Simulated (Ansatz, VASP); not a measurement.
## Cross-check of AlNi between VASP and Ansatz

Aim: how closely do two programs agree when they are given the same cell, functional and k mesh? The cell is taken from a series of runs on this material, whose earlier steps may have relaxed, scaled, displaced or heated it; both programs get it as it stands.

Method: plane waves, with VASP 6.6.1 beside it; zone-centre phonons at LDA, in Ansatz 0.2.0.

**1. Starting point**

The structure is tetragonal, space group P4/mmm (No. 123). The conventional cell has a = 2.804 Å, b = 2.804 Å, c = 2.869 Å, α = 90.00°, β = 90.00°, γ = 90.00°. Al has 8 Ni at 2.45 Å nearest. Ni has 8 Al at 2.45 Å nearest. Farther neighbours are not listed.

**2. VASP: zone-centre phonons, LDA**

Second derivatives magnify differences that forces hide, and they need a tight electronic threshold.

Lines of VASP's logs that name or quote its potential files are left out, and so is its time.

Contents of INCAR:

```
SYSTEM = AlNi
PREC = Accurate
ENCUT = 600
EDIFF = 1E-08
NELM = 120
ISMEAR = 1
SIGMA = 0.2
LREAL = .FALSE.
ALGO = Normal
GGA = CA
NBANDS = 12
LASPH = .TRUE.
LORBIT = 11
LWAVE = .FALSE.
LCHARG = .FALSE.
ISIF = 2
IBRION = 8
GGA_COMPAT = .FALSE.
KPAR = 2
```

Contents of POSCAR:

```
AlNi
1.0
    2.8035974547      0.0000000000      0.0000000000
    0.0000000000      2.8035974547      0.0000000000
    0.0000000000      0.0000000000      2.8686675551
Al Ni
1 1
Direct
    0.0000000000      0.0000000000      0.0000000000
    0.5000000000      0.5000000000      0.5000000000
```

Contents of KPOINTS:

```
Automatic mesh
0
Gamma
16 16 16
0 0 0
```

PAW data sets: Al and Ni (LDA family, release 64).

Launch:

```
> mpirun -np 2 vasp_std
```

Numbers of over 12 decimals in the logs are rounded to 6 here.

What it wrote:

```text
[banner, memory and clock lines left out]
running    2 mpi-ranks, on    1 nodes
 distrk:  each k-point on    1 cores,    2 groups
 distr:  one band on    1 cores,    1 groups

 POSCAR found type information on POSCAR AlNi
 POSCAR found :  2 types and       2 ions
 LDA part: xc-table for (Slater(with rela. corr.)+CA(PZ))
 , standard interpolation
 POSCAR, INCAR and KPOINTS ok, starting setup
 FFT: planning ... GRIDC
 FFT: planning ... GRID_SOFT
 FFT: planning ... GRID
 WAVECAR not read
 entering main loop
       N       E                     dE             d eps       ncg     rms          rms(c)
DAV:   1     0.443920412604E+02    0.44392E+02   -0.61730E+03  9796   0.130E+03
DAV:   2    -0.118045839112E+02   -0.56197E+02   -0.51980E+02  9924   0.212E+02
DAV:   3    -0.136222035483E+02   -0.18176E+01   -0.17962E+01 11700   0.442E+01
DAV:   4    -0.136463364520E+02   -0.24133E-01   -0.24123E-01 10836   0.458E+00
DAV:   5    -0.136469261845E+02   -0.58973E-03   -0.58971E-03 11720   0.796E-01    0.121E+01
DAV:   6    -0.151273054772E+02   -0.14804E+01   -0.44435E+01 10796   0.109E+02    0.143E+01
DAV:   7    -0.122233518634E+02    0.29040E+01   -0.13425E+01 10868   0.657E+01    0.103E+00
DAV:   8    -0.122096625150E+02    0.13689E-01   -0.26357E-01 11800   0.582E+00    0.103E+00
DAV:   9    -0.121937536052E+02    0.15909E-01   -0.46626E-02 11808   0.325E+00    0.168E-01
DAV:  10    -0.121934001037E+02    0.35350E-03   -0.10478E-03 11776   0.479E-01    0.822E-02
DAV:  11    -0.121934013942E+02   -0.12906E-05   -0.32299E-05 11480   0.512E-02    0.241E-02
DAV:  12    -0.121934007715E+02    0.62272E-06   -0.37394E-06 12156   0.333E-02    0.419E-03
DAV:  13    -0.121934006217E+02    0.14978E-06   -0.50499E-07 14680   0.673E-03    0.163E-03
DAV:  14    -0.121934006221E+02   -0.36493E-09   -0.24873E-08  6984   0.191E-03
   1 F= -.12193401E+02 E0= -.12193588E+02  d E =0.563059E-03
 Linear response reoptimize wavefunctions to high precision
DAV:   1    -0.121934006212E+02    0.85629E-09   -0.12091E-08 11876   0.183E-03
DAV:   2    -0.121934006213E+02   -0.11823E-10   -0.10706E-10  5652   0.989E-05
 Linear response DOF=           4
 Linear response progress:
  Degree of freedom:   1/  4
       N       E                     dE             d eps       ncg     rms          rms(c)
RMM:   1    -0.570566956965E-02   -0.57057E-02    0.17244E-03 38653   0.645E-01
RMM:   2    -0.539405610298E-02    0.31161E-03   -0.80503E-05 25931   0.229E-01    0.600E-02
RMM:   3    -0.537865336324E-02    0.15403E-04   -0.10174E-04 28554   0.824E-02    0.299E-02
RMM:   4    -0.544396467799E-02   -0.65311E-04   -0.42916E-05 28303   0.510E-02    0.574E-03
RMM:   5    -0.544814507955E-02   -0.41804E-05   -0.34699E-06 29101   0.120E-02    0.170E-03
RMM:   6    -0.544771537975E-02    0.42970E-06   -0.23785E-07 29112   0.277E-03    0.726E-04
RMM:   7    -0.544776779234E-02   -0.52413E-07   -0.20225E-08 27380   0.116E-03    0.578E-04
RMM:   8    -0.544791954073E-02   -0.15175E-06   -0.34148E-09 30752   0.345E-04    0.227E-04
RMM:   9    -0.544795740684E-02   -0.37866E-07   -0.61375E-10 30381   0.116E-04    0.168E-05
RMM:  10    -0.544794298980E-02    0.14417E-07   -0.38483E-10 31495   0.359E-05    0.571E-06
RMM:  11    -0.544794058910E-02    0.24007E-08   -0.65901E-11 30272   0.115E-05    0.140E-06
 first order change of Fermi-energy   0.33404E-04
 force on displaced ion       1 direction 1 :  -6.666   0.000   0.000
 Linear response progress:
  Degree of freedom:   2/  4
       N       E                     dE             d eps       ncg     rms          rms(c)
RMM:   1    -0.611472037758E-02   -0.61147E-02    0.39395E-03 21318   0.689E-01
RMM:   2    -0.579667462268E-02    0.31805E-03    0.25725E-06 14311   0.246E-01    0.640E-02
RMM:   3    -0.577958664016E-02    0.17088E-04   -0.12533E-04 15835   0.912E-02    0.310E-02
RMM:   4    -0.584848577938E-02   -0.68899E-04   -0.49170E-05 15695   0.545E-02    0.607E-03
RMM:   5    -0.585307600762E-02   -0.45902E-05   -0.38346E-06 16021   0.129E-02    0.156E-03
RMM:   6    -0.585224368600E-02    0.83232E-06   -0.15823E-07 16461   0.272E-03    0.729E-04
RMM:   7    -0.585232889606E-02   -0.85210E-07   -0.13796E-08 15528   0.945E-04    0.636E-04
RMM:   8    -0.585248515826E-02   -0.15626E-06   -0.25405E-09 16626   0.328E-04    0.215E-04
RMM:   9    -0.585246866089E-02    0.16497E-07   -0.29519E-10 16853   0.122E-04    0.226E-05
RMM:  10    -0.585246194749E-02    0.67134E-08   -0.29186E-10 17110   0.335E-05    0.570E-06
 first order change of Fermi-energy  -0.63063E-04
 force on displaced ion       1 direction 3 :  -0.000   0.000  -6.765
 Linear response progress:
  Degree of freedom:   3/  4
       N       E                     dE             d eps       ncg     rms          rms(c)
RMM:   1    -0.187477615364E+00   -0.18748E+00   -0.99083E-02 25686   0.270E+00
RMM:   2    -0.186131577151E+00    0.13460E-02   -0.18388E-03 25925   0.523E-01    0.131E-01
RMM:   3    -0.186115282456E+00    0.16295E-04   -0.14007E-04 27876   0.102E-01    0.772E-02
RMM:   4    -0.186502950808E+00   -0.38767E-03   -0.18845E-04 29837   0.107E-01    0.537E-03
RMM:   5    -0.186484198611E+00    0.18752E-04   -0.36005E-06 30490   0.199E-02    0.336E-03
RMM:   6    -0.186480011206E+00    0.41874E-05   -0.23527E-07 28034   0.572E-03    0.237E-03
RMM:   7    -0.186472518555E+00    0.74927E-05   -0.86465E-08 29186   0.345E-03    0.438E-04
RMM:   8    -0.186468540865E+00    0.39777E-05   -0.85290E-09 31672   0.835E-04    0.679E-05
RMM:   9    -0.186468065199E+00    0.47567E-06   -0.12015E-09 31962   0.192E-04    0.132E-05
RMM:  10    -0.186467936787E+00    0.12841E-06   -0.14666E-09 32361   0.618E-05    0.912E-06
RMM:  11    -0.186467984295E+00   -0.47508E-07   -0.98091E-10 31653   0.363E-05    0.171E-06
RMM:  12    -0.186467981368E+00    0.29262E-08   -0.61906E-10 31969   0.236E-05    0.595E-07
 first order change of Fermi-energy   0.78793E-03
 force on displaced ion       2 direction 1 :  -6.649   0.000   0.000
 Linear response progress:
  Degree of freedom:   4/  4
       N       E                     dE             d eps       ncg     rms          rms(c)
RMM:   1    -0.188518692268E+00   -0.18852E+00   -0.10052E-01 14292   0.270E+00
RMM:   2    -0.186973833959E+00    0.15449E-02   -0.17920E-03 14370   0.529E-01    0.133E-01
RMM:   3    -0.186989007433E+00   -0.15173E-04   -0.14724E-04 15402   0.103E-01    0.782E-02
RMM:   4    -0.187408896655E+00   -0.41989E-03   -0.17690E-04 16576   0.103E-01    0.579E-03
RMM:   5    -0.187393387337E+00    0.15509E-04   -0.39661E-06 16617   0.226E-02    0.493E-03
RMM:   6    -0.187389035253E+00    0.43521E-05   -0.49963E-07 14798   0.964E-03    0.239E-03
RMM:   7    -0.187380528540E+00    0.85067E-05   -0.21199E-07 17232   0.362E-03    0.511E-04
RMM:   8    -0.187377304350E+00    0.32242E-05   -0.65473E-09 17140   0.923E-04    0.140E-04
RMM:   9    -0.187376678839E+00    0.62551E-06   -0.17687E-09 17359   0.279E-04    0.339E-05
RMM:  10    -0.187376357354E+00    0.32149E-06   -0.14045E-10 17571   0.943E-05    0.224E-05
RMM:  11    -0.187376361631E+00   -0.42765E-08   -0.42575E-10 15950   0.625E-05    0.252E-06
 first order change of Fermi-energy   0.24794E-02
 force on displaced ion       2 direction 3 :   0.000   0.000  -6.773
 Linear response finished
```

OUTCAR, selected parts (step 2):

```text
ion  position               nearest neighbor table
   1  0.000  0.000  0.000-   2 2.45   2 2.45   2 2.45   2 2.45   2 2.45   2 2.45   2 2.45   2 2.45

  LATTYP: Found a simple tetragonal cell.
 ALAT       =     2.8035974547
 C/A-ratio  =     1.0232095019

 Subroutine GETGRP returns: Found 16 space group operations
 (whereof 16 operations were pure point group operations)

The static configuration has the point symmetry D_4h.

 Found    405 irreducible k-points:

   k-points           NKPTS =    405   k-points in BZ     NKDIM =    405   number of bands    NBANDS=     12

   dimension x,y,z NGX =    24 NGY =   24 NGZ =   24
   dimension x,y,z NGXF=    48 NGYF=   48 NGZF=   48

   ENCUT  =  600.0 eV  44.10 Ry    6.64 a.u.   5.60  5.60  5.73*2*pi/ulx,y,z

   NELECT =      13.0000    total number of electrons

 k-points in reciprocal lattice and weights: Automatic mesh
   0.00000000  0.00000000  0.00000000       0.000
   0.06250000  0.00000000  0.00000000       0.001
   0.12500000  0.00000000  0.00000000       0.001
   0.18750000  0.00000000  0.00000000       0.001
   0.25000000  0.00000000  0.00000000       0.001
   0.31250000  0.00000000  0.00000000       0.001
   0.37500000  0.00000000  0.00000000       0.001
   0.43750000  0.00000000  0.00000000       0.001
   0.50000000  0.00000000  0.00000000       0.000
[...]
0.50000000  0.43750000  0.50000000       0.001
   0.50000000  0.50000000  0.50000000       0.000

 average (electrostatic) potential at core
       1 -67.5199       2 -80.8633

  Total        0.3496227      0.3496227      0.0435704      0.0000000     -0.0000000      0.0000000
  in kB       24.8426898     24.8426898      3.0959292      0.0000000     -0.0000000      0.0000000
  external PRESSURE =      17.5937696 kB  Pullay stress =       0.0000000 kB

  energy-cutoff  :      600.00
  volume of cell :       22.55
      direct lattice vectors                 reciprocal lattice vectors
     2.803597455  0.000000000  0.000000000     0.356684587  0.000000000  0.000000000
     0.000000000  2.803597455  0.000000000     0.000000000  0.356684587  0.000000000
     0.000000000  0.000000000  2.868667555     0.000000000  0.000000000  0.348593896

 POSITION                                       TOTAL-FORCE (eV/Angst)
 -----------------------------------------------------------------------------------
      0.00000      0.00000      0.00000         0.000000      0.000000      0.000000
      1.40180      1.40180      1.43433         0.000000      0.000000      0.000000
 -----------------------------------------------------------------------------------
    total drift:                                0.000000      0.000000     -0.000000

 Eigenvectors and eigenvalues of the dynamical matrix
 ----------------------------------------------------

   1 f  =    9.459681 THz    59.436926 2PiTHz  315.540979 cm-1    39.122078 meV
             X         Y         Z           dx          dy          dz
      0.000000  0.000000  0.000000     0.000000   -0.000000    0.827529
      1.401799  1.401799  1.434334     0.000000    0.000000   -0.561423

   2 f  =    9.384440 THz    58.964179 2PiTHz  313.031240 cm-1    38.810910 meV
             X         Y         Z           dx          dy          dz
      0.000000  0.000000  0.000000    -0.828018    0.000000    0.000000
      1.401799  1.401799  1.434334     0.560702    0.000000    0.000000

   3 f  =    9.384440 THz    58.964179 2PiTHz  313.031240 cm-1    38.810910 meV
             X         Y         Z           dx          dy          dz
      0.000000  0.000000  0.000000     0.000000    0.828018    0.000000
      1.401799  1.401799  1.434334     0.000000   -0.560702   -0.000000

   4 f/i=    0.002631 THz     0.016530 2PiTHz    0.087754 cm-1     0.010880 meV
             X         Y         Z           dx          dy          dz
      0.000000  0.000000  0.000000     0.000000    0.000000    0.561423
      1.401799  1.401799  1.434334     0.000000    0.000000    0.827529

   5 f/i=    0.005567 THz     0.034976 2PiTHz    0.185684 cm-1     0.023022 meV
             X         Y         Z           dx          dy          dz
      0.000000  0.000000  0.000000     0.560702    0.000000    0.000000
      1.401799  1.401799  1.434334     0.828018    0.000000    0.000000

   6 f/i=    0.005567 THz     0.034976 2PiTHz    0.185684 cm-1     0.023022 meV
             X         Y         Z           dx          dy          dz
      0.000000  0.000000  0.000000     0.000000   -0.560702    0.000000
      1.401799  1.401799  1.434334     0.000000   -0.828018    0.000000

 ELASTIC MODULI CONTR FROM IONIC RELAXATION (kBar)
 Direction    XX          YY          ZZ          XY          YZ          ZX
 --------------------------------------------------------------------------------
 XX           0.0000      0.0000      0.0000      0.0000      0.0000      0.0000
 YY           0.0000      0.0000      0.0000      0.0000      0.0000      0.0000
 ZZ           0.0000      0.0000      0.0000      0.0000      0.0000      0.0000
 XY           0.0000      0.0000      0.0000      0.0000      0.0000      0.0000
 YZ           0.0000      0.0000      0.0000      0.0000      0.0000      0.0000
 ZX           0.0000      0.0000      0.0000      0.0000      0.0000      0.0000
 --------------------------------------------------------------------------------
```

This run has no spin polarisation, so a moment on Ni, if there is one, isn't seen. Its electron count is odd, so without a moment it is a metal by construction.

[end of part 1 of 2]

[Lines on the potential files, build, host, timing and source positions are cut from VASP's logs without a mark.]

[Logs are printed without paths, hosts, clocks, repeated set-up lines and the standing remarks that a program may print on its own settings, such as how far it seeks lower states.]

[Hosts, paths, dates, database ids (printed as entryN), source tags and the programs' standing remarks are cut or masked in the printed files.]
